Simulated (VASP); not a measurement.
# CsC (Pm-3m) in VASP: equation of state

Aim: energy against volume of CsC in PBE, for its equilibrium volume and stiffness.

Everything below comes from runs of VASP 6.6.1. Logs are shortened: lines on timing, memory, paths and dates and some standing lists are left out, and cuts for length are marked.

**1. Starting point**

The structure is cubic, space group Pm-3m (No. 221). The conventional cell has a = 3.823 Å, b = 3.823 Å, c = 3.823 Å, α = 90.00°, β = 90.00°, γ = 90.00°. Around Cs (site symmetry m-3m) lie 8 C at 3.31 Å. C (site symmetry m-3m) has 8 Cs at 3.31 Å as nearest neighbours.

The cell was built by a generator and needn't be a form met in nature.

**2. Equation of state, PBE, 26.27 Å³/atom (volume scaled by 0.94)**

INCAR

```
ALGO     = Normal         # electronic algorithm
EDIFF    = 1E-7           # SCF threshold, eV
ENCUT    = 520            # plane-wave cutoff, eV
GGA      = PE             # functional
ISIF     = 2              # what is computed and relaxed
ISMEAR   = -1             # smearing method
LASPH    = True           # aspherical terms in the spheres
LCHARG   = False          # write CHGCAR
LREAL    = False          # projectors in reciprocal space
LWAVE    = False          # write WAVECAR
NBANDS   = 14             # bands
NELM     = 100            # most SCF steps
PREC     = Accurate       # precision mode
SIGMA    = 0.05           # smearing width, eV
```

KPOINTS

```
k-points
0
Gamma
  7 7 7
```

POSCAR

```
CsC
1.0
    3.7452515695      0.0000000000      0.0000000000
    0.0000000000      3.7452515695      0.0000000000
    0.0000000000      0.0000000000      3.7452515695
Cs C
1 1
Direct
    0.0000000000      0.0000000000      0.0000000000
    0.5000000000      0.5000000000      0.5000000000
```

Potentials or basis: VASP PAW PBE potentials, release 64 (Cs_sv, C).

Command:

```sh
$ cat potpaw_PBE.64/Cs_sv/POTCAR potpaw_PBE.64/C/POTCAR > POTCAR
$ mpirun -np 1 vasp_std > vasp.out
```

OUTCAR:

```text
EDIFF = 1E-7
   ENCUT = 520
   GGA = PE
   ISIF = 2
   ISMEAR = -1
   LASPH = True
   LREAL = False
   NELM = 100
   PREC = Accurate

 Found     20 irreducible k-points:

 Following reciprocal coordinates:
            Coordinates               Weight
  0.000000  0.000000  0.000000      1.000000
  0.142857  0.000000  0.000000      6.000000
  0.285714  0.000000  0.000000      6.000000
  0.428571  0.000000  0.000000      6.000000
  0.142857  0.142857  0.000000     12.000000
  0.285714  0.142857  0.000000     24.000000
   k-points           NKPTS =     20   k-points in BZ     NKDIM =     20   number of bands    NBANDS=     14
   number of dos      NEDOS =    301   number of ions     NIONS =      2
   total plane-waves  NPLWV =  21952
   dimension x,y,z NGX =    28 NGY =   28 NGZ =   28
   dimension x,y,z NGXF=    56 NGYF=   56 NGZF=   56
   ions per type =               1   1
   NGX,Y,Z   is equivalent  to a cutoff of  12.43, 12.43, 12.43 a.u.
   NGXF,Y,Z  is equivalent  to a cutoff of  24.86, 24.86, 24.86 a.u.
 SYSTEM =  unknown system
   PREC   = accura    normal or accurate (medium, high low for compatibility)
   ISTART =      0    job   : 0-new  1-cont  2-samecut
   ICHARG =      2    charge: 1-file 2-atom 10-const
   ISPIN  =      1    spin polarized calculation?
   LNONCOLLINEAR =      F non collinear calculations
   LSORBIT =      F    spin-orbit coupling
   LASPH  =      T    aspherical Exc in radial PAW
   ENCUT  =  520.0 eV  38.22 Ry    6.18 a.u.   6.96  6.96  6.96*2*pi/ulx,y,z
   NELM   =    100;   NELMIN=  2; NELMDL= -5     # of ELM steps
   EDIFF  = 0.1E-06   stopping-criterion for ELM
   LREAL  =      F    real-space projection
   EDIFFG = 0.1E-05   stopping-criterion for IOM
   NSW    =      0    number of steps for IOM
   IBRION =     -1    ionic relax: 0-MD 1-quasi-New 2-CG
   NFREE  =      0    steps in history (QN), initial steepest desc. (CG)
   ISIF   =      2    stress and relaxation
   ISYM   =      2    0-nonsym 1-usesym 2-fastsym
   POTIM  = 0.5000    time-step for ionic-motion
   TEBEG  =    0.0;   TEEND  =   0.0 temperature during run
   PSTRESS=    0.0 pullay stress
   NELECT =      13.0000    total number of electrons
   NUPDOWN=      -1.0000    fix difference up-down
   EMIN   =  10.00;   EMAX   =-10.00  energy-range for DOS
   EFERMI =   0.00;   METHOD = LEGACY
   ISMEAR =    -1;   SIGMA  =   0.05  broadening in eV -4-tet -1-fermi 0-gaus
   EFERMI_NEDOS =   21; number of points for ismear=-14 and -15
   IALGO  =     38    algorithm
   IMIX   =      4    mixing-type and parameters
     AMIX     =   0.40;   BMIX     =  1.00
     AMIX_MAG =   1.60;   BMIX_MAG =  1.00
  volume/ion in A,a.u.               =      26.27       177.26
  Fermi-wavevector in a.u.,A,eV,Ry     =   1.027799  1.942259 14.372803  1.056371
  Thomas-Fermi vector in A             =   2.161763
   LORBIT       =      0    0 simple, 1 ext, 2 COOP (PROOUT), +10 PAW based schemes
   GGA     = PE    functional components
   LHFCALC =     F    Hartree Fock is set to
   AEXX    =    0.0000 exact exchange contribution
   IVDW    =     0    specifies the selected vdW correction
   LEPSILON=     F    determine dielectric tensor
   LRPA    =     F    only Hartree local field effects (RPA)
 non-spin polarized calculation
  energy-cutoff  :      520.00
  volume of cell :       52.53
 maximum number of plane-waves:      1430
 NGX is ok and might be reduce to    28
   NGX = 13   NGY = 13   NGZ = 13

 number of electron      13.0000002 magnetization

 Free energy of the ion-electron system (eV)
  ---------------------------------------------------
  ext. energy  EPLUGINS =         0.00000000
  ---------------------------------------------------
  free energy    TOTEN  =        -4.60897537 eV

  energy without entropy =       -4.58969516  energy(sigma->0) =       -4.59933526

 E-fermi :   1.9885     XC(G=0):  -9.1646

 val. band max:        1.9879996311   @ k =   0.4286   0.4286   0.0000
 cond. band min:       2.0093595349   @ k =   0.1429   0.1429   0.1429
 fundamental gap:      0.0213599039
 Fermi energy:         1.9885245522

 k-point     1 :       0.0000    0.0000    0.0000
  band No.  band energies     occupation
      1     -19.3688      2.00000
      2      -6.6819      2.00000
      3      -5.4291      2.00000
      4      -5.4291      2.00000
      5      -5.4291      2.00000
      6       2.8479      0.00000
      7       2.8479      0.00000
      8       2.8479      0.00000
      9       5.2692      0.00000
     10       5.2692      0.00000
     11       7.6692      0.00000
     12      11.7307      0.00000
     13      11.7307      0.00000
     14      11.7307      0.00000

 k-point     2 :       0.1429    0.0000    0.0000
  band No.  band energies     occupation
      1     -19.3300      2.00000
      2      -7.0714      2.00000
      3      -5.3806      2.00000
      4      -5.3806      2.00000
      5      -5.2408      2.00000
      6       2.3218      0.00254
      7       2.7387      0.00000
      8       2.7387      0.00000
      9       5.4257      0.00000
     10       6.0440      0.00000
     11       8.2584      0.00000
     12      11.4072      0.00000
     13      11.4072      0.00000
     14      11.8445      0.00000

 k-point     3 :       0.2857    0.0000    0.0000
  band No.  band energies     occupation
      1     -19.2403      2.00000
      2      -7.7658      2.00000
      3      -5.2671      2.00000
      4      -5.2671      2.00000
      5      -4.9202      2.00000
      6       1.3857      1.99999
      7       2.4816      0.00010
      8       2.4816      0.00010
      9       5.8450      0.00000
     10       7.7601      0.00000
     11       9.6475      0.00000
     12      10.9626      0.00000
     13      10.9626      0.00000
     14      12.0837      0.00000

 k-point     4 :       0.4286    0.0000    0.0000
  band No.  band energies     occupation
      1     -19.1656      2.00000
      2      -8.2383      2.00000
      3      -5.1711      2.00000
      4      -5.1711      2.00000
      5      -4.6771      2.00000
      6       0.7378      2.00000
      7       2.2645      0.00798
      8       2.2645      0.00798
      9       6.2980      0.00000
     10       9.0168      0.00000
     11      10.7732      0.00000
     12      10.7732      0.00000
     13      10.8029      0.00000
     14      11.5175      0.00000

 k-point     5 :       0.1429    0.1429    0.0000
  band No.  band energies     occupation
      1     -19.2919      2.00000
      2      -7.2123      2.00000
      3      -5.7664      2.00000
      4      -5.3345      2.00000
      5      -4.9114      2.00000
      6       2.0358      0.55921
      7       2.6214      0.00001
      8       2.6679      0.00000
      9       5.8753      0.00000
     10       6.4630      0.00000
     11       8.5741      0.00000
     12      10.9227      0.00000
     13      11.0057      0.00000
     14      11.9603      0.00000

 k-point     6 :       0.2857    0.1429    0.0000
  band No.  band energies     occupation
      1     -19.2037      2.00000
      2      -7.6836      2.00000
      3      -5.8193      2.00000
      4      -5.2270      2.00000
      5      -4.7711      2.00000
      6       1.4247      1.99997
      7       2.4201      0.00036
      8       2.4919      0.00008
      9       6.3269      0.00000
     10       8.0040      0.00000
     11       9.1453      0.00000
     12      10.4423      0.00000
     13      10.8884      0.00000
     14      11.7496      0.00000

 [... further k-points ...]

------------------------ aborting loop because EDIFF is reached ----------------------------------------

  FORCE on cell =-STRESS in cart. coord.  units (eV):
  Direction    XX          YY          ZZ          XY          YZ          ZX
  --------------------------------------------------------------------------------------
  -------------------------------------------------------------------------------------
  Total        0.4035359      0.4035359      0.4035359     -0.0000000      0.0000000      0.0000000
  in kB       12.3069317     12.3069317     12.3069317     -0.0000000      0.0000000      0.0000000
  external PRESSURE =      12.3069317 kB  Pullay stress =       0.0000000 kB

 VOLUME and BASIS-vectors are now :
 -----------------------------------------------------------------------------
  energy-cutoff  :      520.00
  volume of cell :       52.53
      direct lattice vectors                 reciprocal lattice vectors
     3.745251570  0.000000000  0.000000000     0.267004761  0.000000000  0.000000000
     0.000000000  3.745251570  0.000000000     0.000000000  0.267004761  0.000000000
     0.000000000  0.000000000  3.745251570     0.000000000  0.000000000  0.267004761

 POSITION                                       TOTAL-FORCE (eV/Angst)
 -----------------------------------------------------------------------------------
      0.00000      0.00000      0.00000         0.000000      0.000000      0.000000
      1.87263      1.87263      1.87263         0.000000      0.000000      0.000000
 -----------------------------------------------------------------------------------
    total drift:                                0.000000      0.000000      0.000000

  FREE ENERGIE OF THE ION-ELECTRON SYSTEM (eV)
  ---------------------------------------------------
  free  energy   TOTEN  =        -4.6089753685 eV

  energy  without entropy=       -4.5896951603  energy(sigma->0) =       -4.59933526
```

Run time: 5.8 s. Hardware: 1 thread of Intel Xeon 6975P-C (Granite Rapids), shared host; peak memory 0.15 GiB.

Results:

| Property | Result |
| --- | --- |
| Free energy | -4.6090 eV |
| Pressure | 1.2 GPa |
| Band gap on the k mesh | none (metal or under the smearing width) |

(Part 1 of 2 ends here.)
